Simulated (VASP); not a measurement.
# BH₂SCl: screened Coulomb integrals of an active space by constrained RPA

BH₂SCl, molecule in box, 5 atoms in the cell.

| Functional | Screened U within a state, mean (eV) | Screened U' between states, mean (eV) | Screened J (eV) | Bare U within a state, mean (eV) | Bare U' between states, mean (eV) | Time (s) |
|---|---|---|---|---|---|---|
| LDA | 7.33 | 6.31 | 0.71 | 10.07 | 8.11 | 406 |
| PBE | 7.37 | 6.31 | 0.70 | 10.10 | 8.10 | 342 |
| r2SCAN | 7.60 | 6.44 | 0.69 | 10.18 | 8.10 | 626 |
| PBE0 | 7.76 | 6.55 | 0.68 | 10.06 | 8.00 | 532 |
| HSE06 | 7.61 | 6.42 | 0.67 | 10.08 | 8.01 | 556 |

Limits: the periodic box is only 6.65 Å wide at its narrowest and no larger one was tried.

## Input of the first row

INCAR.step1:
```
ENCUT = 420 ; PREC = Accurate
ISMEAR = -1 ; SIGMA = 0.02
LASPH = True ; EDIFF = 1E-7
GGA = CA ; ALGO = Normal
NELM = 150 ; LWAVE = True
LCHARG = False
```

INCAR.step2, as INCAR.step1 but for:
```
- ALGO = Normal
- NELM = 150
+ ALGO = Exact
+ NELM = 1
+ NBANDS = 129
+ LOPTICS = True
```

INCAR.step3:
```
ENCUT = 420 ; PREC = Accurate
ISMEAR = -1 ; SIGMA = 0.02
LASPH = True ; GGA = CA
ALGO = CRPA ; NBANDS = 132
ENCUTGW = 90 ; PRECFOCK = Fast
LOCALIZED_BASIS = BLOCH ; LWAVE = False
LCHARG = False ; NCRPA_BANDS = 9 10
NTARGET_STATES = 9 10
```

KPOINTS:
```
k-points
0
Gamma
  1 1 1
```

POSCAR:
```
BH2SCl
1.0
    7.5000000000      0.0000000000      0.0000000000
    0.0000000000      7.9900000000      0.0000000000
    0.0000000000      0.0000000000      6.6500000000
S B Cl H
1 1 1 2
Direct
    0.3330066600      0.5296057600      0.4444511200
    0.5593266600      0.5034480600      0.5178646600
    0.6240999900      0.3130725900      0.6237594000
    0.3512599900      0.6869274100      0.3762406000
    0.6669933400      0.6112327900      0.4969624100
```

Commands (each step's output is kept before the next begins):
```
cat potpaw_LDA.64/S_GW/POTCAR potpaw_LDA.64/B_GW/POTCAR potpaw_LDA.64/Cl_GW/POTCAR potpaw_LDA.64/H_GW/POTCAR > POTCAR
cp INCAR.step1 INCAR
mpirun -np 4 vasp_std > vasp.out
cp INCAR.step2 INCAR
mpirun -np 4 vasp_std > vasp.out
cp INCAR.step3 INCAR
mpirun -np 4 vasp_std > vasp.out
```

Changes of the last row against the first:
```
(all steps)
- GGA = CA
+ GGA = PE
+ LHFCALC = True
+ HFSCREEN = 0.2
- cat potpaw_LDA.64/S_GW/POTCAR potpaw_LDA.64/B_GW/POTCAR potpaw_LDA.64/Cl_GW/POTCAR potpaw_LDA.64/H_GW/POTCAR > POTCAR
+ cat potpaw_PBE.64/S_GW/POTCAR potpaw_PBE.64/B_GW/POTCAR potpaw_PBE.64/Cl_GW/POTCAR potpaw_PBE.64/H_GW/POTCAR > POTCAR
```

VASP 6.6.1 took 406 s on 4 cores (AMD EPYC 9R45 (Zen 5)), a shared host.
